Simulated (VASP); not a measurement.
Input:

```yaml
crystal:
  lattice:
    - [0.00000, 2.55664, 2.55664]
    - [2.55664, 0.00000, 2.55664]
    - [2.55664, 2.55664, 0.00000]
  atoms:
    - { symbol: Be, position: [0.00000, 0.00000, 0.00000] }
    - { symbol: Se, position: [0.25000, 0.25000, 0.25000] }
```

Method: PBE GGA with D3 dispersion (Becke-Johnson damping), VASP's PBE PAW potentials (set 64) (plane waves; VASP 6.6.1). Run with 520 eV cut-off, 10×10×10 Γ-centred mesh, tetrahedra with Blöchl corrections, potentials Be Se.

Q: What does the run give for the energy per atom (σ→0), band gap (on the k-mesh) with the smallest direct gap where there is one?

A: 
```yaml
band gap (on the k-mesh): 2.58 eV
smallest direct gap (on the k-mesh): 4.50 eV
energy per atom (σ→0): -4.745 eV/atom
```

The compound is BeSe in the zinc blende structure. It was relaxed first.
